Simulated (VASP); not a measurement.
# GW on C (Diamond), part 3 of 5

How does the gap of C (Diamond) change from the starting functional to GW? The cell has space group Fd-3m. The start is a cell from a database of measured crystal structures.

VASP 6.6.1, plane waves and PAW; the level of theory is named at each step.

So far, quasiparticle gap on the mesh (eV): step 4 (G0W0, functional PBE, start PBE) 5.34. Also gap on the k-mesh (eV): step 3 (empty bands, functional PBE) 4.15; step 6 (another starting point, functional HSE with 0.08 exact exchange) 4.53.

### 8. G0W0, functional HSE with 0.08 exact exchange, start HSE with 0.08 exact exchange

This step: G0W0 on HSE with 0.08 exact exchange; plane waves and PAW (C_GW) (VASP 6.6.1).

G0W0 keeps orbitals and screening fixed and shifts each of the lowest NBANDSGW levels once.

Input file INCAR:

```
SYSTEM = C
PREC = Accurate
ENCUT = 440
ISMEAR = 0
SIGMA = 0.01
LREAL = .FALSE.
LHFCALC = .TRUE.
AEXX = 0.08
GGA = PE
LASPH = .TRUE.
NBANDS = 40
PRECFOCK = Fast
HFSCREEN = 0.2
ALGO = EVGW0
NELMGW = 1
ENCUTGW = 120
NOMEGA = 64
NBANDSGW = 16
LWAVE = .FALSE.
LCHARG = .FALSE.
```

Input file POSCAR:

```
C
1.0
    0.0000000000      1.7833700000      1.7833700000
    1.7833700000      0.0000000000      1.7833700000
    1.7833700000      1.7833700000      0.0000000000
C
2
Direct
    0.7500000000      0.7500000000      0.7500000000
    0.5000000000      0.5000000000      0.5000000000
```

Input file KPOINTS:

```
Automatic mesh
0
Gamma
6 6 6
0 0 0
```

Potentials, in the order of the species: C_GW (PBE family, release 64).

The WAVECAR or CHGCAR of an earlier step is read.

The run is started by

```console
$ mpirun -np 8 vasp_std
```

What it wrote:

```text
[banner, memory and clock lines left out]
running    8 mpi-ranks, on    1 nodes
[...]
[... a notice as in an earlier step ...]

 [... a notice as in an earlier step ...]

 LDA part: xc-table for (Slater+PW92), standard interpolation
 found WAVECAR, reading the header
 POSCAR, INCAR and KPOINTS ok, starting setup
[...]
reading WAVECAR
 the WAVECAR file was read successfully
 initial charge from wavefunction
 available memory per node:     69.04 GB, setting MAXMEM to     70700

 The Fermi energy was updated, please check that it is located mid-gap
 values below the HOMO (VB) or above the LUMO (CB) will cause erroneous energies
 E-fermi :  11.8310

 calculate exact exchange contribution
 the WAVEDER file was read successfully
energies w=
    0.000    0.000    0.958    0.000    1.913    0.000    2.864    0.000
    3.809    0.000    4.746    0.000    5.673    0.000    6.590    0.000
    7.495    0.000    8.388    0.000    9.269    0.000   10.137    0.000
[...]
total number of BLAS operations         22.14 Gflops
NQ=  12   -0.3333    0.3333    0.0000,
|.........|.........|.........|.........|.........|.........|.........|.........
 performed       2489000 updates of chi_q(r,r)
 total number of BLAS operations         24.35 Gflops
NQ=  13    0.5000    0.5000    0.0000,
|.........|.........|.........|.........|.........|.........|.........|.........
 performed       2610000 updates of chi_q(r,r)
 total number of BLAS operations         25.90 Gflops
NQ=  14    0.5000    0.3333    0.1667,
|.........|.........|.........|.........|.........|.........|.........|.........
 performed       2928000 updates of chi_q(r,r)
 total number of BLAS operations         28.84 Gflops
NQ=  15   -0.3333    0.3333    0.1667,
|.........|.........|.........|.........|.........|.........|.........|.........
 performed       3225000 updates of chi_q(r,r)
 total number of BLAS operations         30.98 Gflops
NQ=  16   -0.3333    0.5000    0.1667,
|.........|.........|.........|.........|.........|.........|.........|.........
 performed       3465000 updates of chi_q(r,r)
 total number of BLAS operations         32.95 Gflops
 resolving degeneracies of screened two electron integrals

 calculate QP shifts <psi_nk| G(iteration)W_0 |psi_nk>: iteration 1
 entering main loop
```

Run time: 19 s. Hardware: 8 MPI ranks of Intel Xeon Platinum 8488C (Sapphire Rapids), shared host; peak memory 1.6 GiB.

Parts of OUTCAR (step 8):

```text
 QP shifts <psi_nk| G(iteration)W_0 |psi_nk>: iteration 1
 for sc-GW calculations column KS-energies equals QP-energies in previous step
 and V_xc(KS)=  KS-energies - (<T + V_ion + V_H > + <T+V_H+V_ion>^1  + <V_x>^1)
 k-point   1 :       0.0000    0.0000    0.0000
  band No.  KS-energies  QP-energies   sigma(KS)   V_xc(KS)     V^pw_x(r,r')   Z            occupation Imag(sigma)
      1     -12.5720     -13.4658     -16.8068     -15.6347     -25.4310       0.7624       2.0000       1.3532
      2       9.5660       9.3461     -17.2292     -16.9659     -19.2222       0.8351       2.0000       0.0528
      3       9.5660       9.3461     -17.2292     -16.9659     -19.2222       0.8351       2.0000       0.0528
      4       9.5660       9.3461     -17.2292     -16.9659     -19.2222       0.8351       2.0000       0.0528
      5      15.6022      16.7177     -13.8912     -15.2329      -9.2774       0.8314       0.0000      -0.0790
      6      15.6022      16.7177     -13.8912     -15.2329      -9.2774       0.8314       0.0000      -0.0790
      7      15.6022      16.7177     -13.8912     -15.2329      -9.2774       0.8314       0.0000      -0.0790
      8      23.5070      24.5192     -14.6114     -15.9055      -7.7595       0.7822       0.0000      -0.1811
    ...

[... 2 parts as in an earlier step ...]

[... 1 further part left out ...]
[key lines of the parts left out:]
E-fermi :  11.8310
```

GW takes the gap from 4.530 to 5.475 eV. That is +135 meV against G0W0 on PBE. The value holds for 40 bands, ENCUTGW = 120 eV and this mesh, and isn't shown to be converged in them.

### 9. Another starting point, functional HSE with 0.16 exact exchange

This step: HSE with 0.16 exact exchange; plane waves and PAW (C_GW) (VASP 6.6.1).

To see how much the result owes to its start, the ground state is made again with HSE with 0.16 exact exchange. A small SIGMA keeps every occupation at zero or full.

Input file INCAR:

```
SYSTEM = C
PREC = Accurate
ENCUT = 440
EDIFF = 1E-08
NELM = 100
ISMEAR = 0
SIGMA = 0.01
LREAL = .FALSE.
ALGO = Normal
LHFCALC = .TRUE.
AEXX = 0.16
GGA = PE
LASPH = .TRUE.
NBANDS = 10
PRECFOCK = Fast
LORBIT = 11
LWAVE = .TRUE.
LCHARG = .FALSE.
KPAR = 8
HFSCREEN = 0.2
```

POSCAR is that of step 8.

KPOINTS is that of step 8.

The run is started by

```console
$ mpirun -np 8 vasp_std
```

What it wrote:

```text
[... set-up lines as in an earlier step ...]
 entering main loop
       N       E                     dE             d eps       ncg     rms          rms(c)
DAV:   1    -0.200201287644E+02   -0.20020E+02   -0.12676E-01   428   0.413E+00    0.228E-01
DAV:   2    -0.200199777802E+02    0.15098E-03   -0.44820E-04   350   0.187E-01    0.138E-01
DAV:   3    -0.200197516964E+02    0.22608E-03   -0.13992E-04   394   0.142E-01    0.775E-02
DAV:   4    -0.200196907928E+02    0.60904E-04   -0.38996E-05   454   0.749E-02    0.437E-02
[...]
DAV:   8    -0.200196681412E+02    0.32099E-06   -0.15414E-07   454   0.535E-03    0.489E-03
DAV:   9    -0.200196680787E+02    0.62455E-07   -0.40606E-08   424   0.282E-03    0.287E-03
DAV:  10    -0.200196680795E+02   -0.74550E-09   -0.11157E-08   206   0.155E-03
   1 F= -.20019668E+02 E0= -.20019668E+02  d E =-.984079E-33
 writing wavefunctions
```

Wall time 18 s (8 MPI ranks); peak memory 1.6 GiB.

From OUTCAR (step 9):

```text
  FREE ENERGIE OF THE ION-ELECTRON SYSTEM (eV)
  ---------------------------------------------------
  free  energy   TOTEN  =       -20.0196680795 eV

  energy  without entropy=      -20.0196680795  energy(sigma->0) =      -20.01966808

[... 3 parts as in an earlier step ...]

[... 1 further part left out ...]
[key lines of the parts left out:]
E-fermi :   9.4440
```

### 10. Empty bands, functional HSE with 0.16 exact exchange

The next step needs empty bands that the ground-state run didn't converge, so the Hamiltonian is diagonalised exactly for NBANDS bands, in a single step. LOPTICS writes the k-derivatives of the orbitals (WAVEDER), which give the long-wavelength limit of the screening.

Input file INCAR:

```
SYSTEM = C
PREC = Accurate
ENCUT = 440
ISMEAR = 0
SIGMA = 0.01
LREAL = .FALSE.
LHFCALC = .TRUE.
AEXX = 0.16
GGA = PE
LASPH = .TRUE.
NBANDS = 40
PRECFOCK = Fast
HFSCREEN = 0.2
ALGO = Exact
NELM = 1
LWAVE = .TRUE.
LCHARG = .FALSE.
LOPTICS = .TRUE.
NEDOS = 1000
CSHIFT = 0.1
```

POSCAR is that of step 9.

KPOINTS is that of step 9.

The WAVECAR or CHGCAR of an earlier step is read.

The run is started by

```console
$ mpirun -np 8 vasp_std
```

What it wrote:

```text
[... set-up lines as in an earlier step ...]
 entering main loop
       N       E                     dE             d eps       ncg     rms          rms(c)
DIA:   1    -0.200196681421E+02   -0.20020E+02    0.00000E+00     0   0.000E+00
   1 F= -.20019668E+02 E0= -.20019668E+02  d E =-.300051E-37
 writing wavefunctions
 optical routines
 imaginary and real dielectric function
 recalculating local potential from charge density
 direction            1
 direction            2
 direction            3
```

The job ended after 63 s (8 MPI ranks; peak memory 1.7 GiB; 8.3 min of CPU time).

From OUTCAR (step 10):

```text
 POSITION                                       TOTAL-FORCE (eV/Angst)
 -----------------------------------------------------------------------------------
      2.67505      2.67505      2.67505        -0.000000     -0.000000     -0.000000
      1.78337      1.78337      1.78337         0.000000      0.000000      0.000000
 -----------------------------------------------------------------------------------
    total drift:                               -0.000000      0.000000     -0.000000

  FREE ENERGIE OF THE ION-ELECTRON SYSTEM (eV)
  ---------------------------------------------------
  free  energy   TOTEN  =       -20.0196681421 eV

  energy  without entropy=      -20.0196681421  energy(sigma->0) =      -20.01966814

[... 2 parts as in an earlier step ...]

[... 1 further part left out ...]
[key lines of the parts left out:]
E-fermi :   9.4501
```

### 11. G0W0, functional HSE with 0.16 exact exchange, start HSE with 0.16 exact exchange

This step: G0W0 on HSE with 0.16 exact exchange; plane waves and PAW (C_GW) (VASP 6.6.1).

G0W0 keeps orbitals and screening fixed and shifts each of the lowest NBANDSGW levels once.

Input file INCAR:

```
SYSTEM = C
PREC = Accurate
ENCUT = 440
ISMEAR = 0
SIGMA = 0.01
LREAL = .FALSE.
LHFCALC = .TRUE.
AEXX = 0.16
GGA = PE
LASPH = .TRUE.
NBANDS = 40
PRECFOCK = Fast
HFSCREEN = 0.2
ALGO = EVGW0
NELMGW = 1
ENCUTGW = 120
NOMEGA = 64
NBANDSGW = 16
LWAVE = .FALSE.
LCHARG = .FALSE.
```

POSCAR is that of step 10.

KPOINTS is that of step 10.

The run starts from files that an earlier step left in the folder.

The run is started by

```console
$ mpirun -np 8 vasp_std
```

What it wrote:

```text
[banner, memory and clock lines left out]
running    8 mpi-ranks, on    1 nodes
[...]
[... a notice as in an earlier step ...]

 [... a notice as in an earlier step ...]

 LDA part: xc-table for (Slater+PW92), standard interpolation
 found WAVECAR, reading the header
 POSCAR, INCAR and KPOINTS ok, starting setup
[...]
reading WAVECAR
 the WAVECAR file was read successfully
 initial charge from wavefunction
 available memory per node:     69.97 GB, setting MAXMEM to     71650

 The Fermi energy was updated, please check that it is located mid-gap
 values below the HOMO (VB) or above the LUMO (CB) will cause erroneous energies
 E-fermi :  11.8180

 calculate exact exchange contribution
 the WAVEDER file was read successfully
energies w=
    0.000    0.000    0.956    0.000    1.909    0.000    2.858    0.000
    3.801    0.000    4.736    0.000    5.661    0.000    6.576    0.000
    7.479    0.000    8.370    0.000    9.248    0.000   10.115    0.000
[...]
total number of BLAS operations         22.14 Gflops
NQ=  12   -0.3333    0.3333    0.0000,
|.........|.........|.........|.........|.........|.........|.........|.........
 performed       2489000 updates of chi_q(r,r)
 total number of BLAS operations         24.35 Gflops
NQ=  13    0.5000    0.5000    0.0000,
|.........|.........|.........|.........|.........|.........|.........|.........
 performed       2610000 updates of chi_q(r,r)
 total number of BLAS operations         25.90 Gflops
NQ=  14    0.5000    0.3333    0.1667,
|.........|.........|.........|.........|.........|.........|.........|.........
 performed       2928000 updates of chi_q(r,r)
 total number of BLAS operations         28.84 Gflops
NQ=  15   -0.3333    0.3333    0.1667,
|.........|.........|.........|.........|.........|.........|.........|.........
 performed       3225000 updates of chi_q(r,r)
 total number of BLAS operations         30.98 Gflops
NQ=  16   -0.3333    0.5000    0.1667,
|.........|.........|.........|.........|.........|.........|.........|.........
 performed       3465000 updates of chi_q(r,r)
 total number of BLAS operations         32.95 Gflops
 resolving degeneracies of screened two electron integrals

 calculate QP shifts <psi_nk| G(iteration)W_0 |psi_nk>: iteration 1
 entering main loop
```

Run time: 18 s. Hardware: 8 MPI ranks; peak memory 1.6 GiB.

From OUTCAR (step 11):

```text
 QP shifts <psi_nk| G(iteration)W_0 |psi_nk>: iteration 1
 for sc-GW calculations column KS-energies equals QP-energies in previous step
 and V_xc(KS)=  KS-energies - (<T + V_ion + V_H > + <T+V_H+V_ion>^1  + <V_x>^1)
 k-point   1 :       0.0000    0.0000    0.0000
  band No.  KS-energies  QP-energies   sigma(KS)   V_xc(KS)     V^pw_x(r,r')   Z            occupation Imag(sigma)
      1     -13.4342     -13.7485     -16.9023     -16.4938     -25.4380       0.7692       2.0000       1.3124
      2       9.3624       9.2672     -17.2555     -17.1422     -19.2529       0.8399       2.0000       0.0510
      3       9.3624       9.2672     -17.2555     -17.1422     -19.2529       0.8399       2.0000       0.0510
      4       9.3624       9.2672     -17.2555     -17.1422     -19.2529       0.8399       2.0000       0.0510
      5      15.8499      16.7895     -13.8217     -14.9456      -9.2403       0.8360       0.0000      -0.0762
      6      15.8499      16.7895     -13.8217     -14.9456      -9.2403       0.8360       0.0000      -0.0762
      7      15.8499      16.7895     -13.8217     -14.9456      -9.2403       0.8360       0.0000      -0.0762
      8      23.9304      24.6694     -14.4906     -15.4269      -7.7261       0.7893       0.0000      -0.1696
    ...

[... 2 parts as in an earlier step ...]

[... 1 further part left out ...]
[key lines of the parts left out:]
E-fermi :  11.8180
```

GW takes the gap from 4.911 to 5.609 eV. That is +268 meV against G0W0 on PBE. The value holds for 40 bands, ENCUTGW = 120 eV and this mesh, and isn't shown to be converged in them.

### 12. Another starting point, functional HSE with 0.25 exact exchange

This step: HSE with 0.25 exact exchange; plane waves and PAW (C_GW) (VASP 6.6.1).

To see how much the result owes to its start, the ground state is made again with HSE with 0.25 exact exchange. A small SIGMA keeps every occupation at zero or full.

Input file INCAR:

```
SYSTEM = C
PREC = Accurate
ENCUT = 440
EDIFF = 1E-08
NELM = 100
ISMEAR = 0
SIGMA = 0.01
LREAL = .FALSE.
ALGO = Normal
LHFCALC = .TRUE.
AEXX = 0.25
GGA = PE
LASPH = .TRUE.
NBANDS = 10
PRECFOCK = Fast
LORBIT = 11
LWAVE = .TRUE.
LCHARG = .FALSE.
KPAR = 8
HFSCREEN = 0.2
```

POSCAR is that of step 11.

KPOINTS is that of step 11.

The run is started by

```console
$ mpirun -np 8 vasp_std
```

What it wrote:

```text
[... set-up lines as in an earlier step ...]
 entering main loop
       N       E                     dE             d eps       ncg     rms          rms(c)
DAV:   1    -0.210787628920E+02   -0.21079E+02   -0.30164E-01   428   0.645E+00    0.349E-01
DAV:   2    -0.210790173683E+02   -0.25448E-03   -0.13765E-03   350   0.290E-01    0.218E-01
DAV:   3    -0.210783997740E+02    0.61759E-03   -0.37538E-04   350   0.219E-01    0.122E-01
DAV:   4    -0.210782319614E+02    0.16781E-03   -0.12012E-04   434   0.131E-01    0.684E-02
[...]
DAV:   9    -0.210781682950E+02    0.32021E-06   -0.12229E-07   454   0.486E-03    0.432E-03
DAV:  10    -0.210781682013E+02    0.93658E-07   -0.35318E-08   360   0.263E-03    0.252E-03
DAV:  11    -0.210781681937E+02    0.76180E-08   -0.10041E-08   166   0.146E-03
   1 F= -.21078168E+02 E0= -.21078168E+02  d E =-.603024-121
 writing wavefunctions
```

It took 18 s on 8 MPI ranks; peak memory 1.6 GiB; 2.3 min of CPU time.

Parts of OUTCAR (step 12):

```text
  FREE ENERGIE OF THE ION-ELECTRON SYSTEM (eV)
  ---------------------------------------------------
  free  energy   TOTEN  =       -21.0781681937 eV

  energy  without entropy=      -21.0781681937  energy(sigma->0) =      -21.07816819

[... 3 parts as in an earlier step ...]

[... 1 further part left out ...]
[key lines of the parts left out:]
E-fermi :   9.2922
```

### 13. Empty bands, functional HSE with 0.25 exact exchange

ALGO = Exact makes the empty bands from the converged ground state in one step. LOPTICS writes the k-derivatives of the orbitals (WAVEDER), which give the long-wavelength limit of the screening.

Input file INCAR:

```
SYSTEM = C
PREC = Accurate
ENCUT = 440
ISMEAR = 0
SIGMA = 0.01
LREAL = .FALSE.
LHFCALC = .TRUE.
AEXX = 0.25
GGA = PE
LASPH = .TRUE.
NBANDS = 40
PRECFOCK = Fast
HFSCREEN = 0.2
ALGO = Exact
NELM = 1
LWAVE = .TRUE.
LCHARG = .FALSE.
LOPTICS = .TRUE.
NEDOS = 1000
CSHIFT = 0.1
```

POSCAR is that of step 12.

KPOINTS is that of step 12.

The WAVECAR or CHGCAR of an earlier step is read.

The run is started by

```console
$ mpirun -np 8 vasp_std
```

What it wrote:

```text
[... set-up lines as in an earlier step ...]
 entering main loop
       N       E                     dE             d eps       ncg     rms          rms(c)
DIA:   1    -0.210781682195E+02   -0.21078E+02    0.00000E+00     0   0.000E+00
   1 F= -.21078168E+02 E0= -.21078168E+02  d E =-.197487E-36
 writing wavefunctions
 optical routines
 imaginary and real dielectric function
 recalculating local potential from charge density
 direction            1
 direction            2
 direction            3
```

Wall time 72 s (8 MPI ranks); peak memory 1.7 GiB.

OUTCAR, selected parts (step 13):

```text
 POSITION                                       TOTAL-FORCE (eV/Angst)
 -----------------------------------------------------------------------------------
      2.67505      2.67505      2.67505         0.000000      0.000000      0.000000
      1.78337      1.78337      1.78337        -0.000000     -0.000000     -0.000000
 -----------------------------------------------------------------------------------
    total drift:                                0.000000      0.000000      0.000000

  FREE ENERGIE OF THE ION-ELECTRON SYSTEM (eV)
  ---------------------------------------------------
  free  energy   TOTEN  =       -21.0781682195 eV

  energy  without entropy=      -21.0781682195  energy(sigma->0) =      -21.07816822

[... 2 parts as in an earlier step ...]

[... 1 further part left out ...]
[key lines of the parts left out:]
E-fermi :   9.2146
```

(Part 3 of 5 ends here.)

[Lines on the potential files, build, host, timing and source positions are cut from VASP's logs without a mark.]

[Logs are printed without paths, hosts, clocks, repeated set-up lines and the standing remarks that a program may print on its own settings, such as how far it seeks lower states.]

[Hosts, paths, dates, database ids (printed as entryN), source tags and the programs' standing remarks are cut or masked in the printed files.]

[Pressures printed for these runs are not shown converged in the cutoff: they can be off by several GPa and have the wrong sign.]
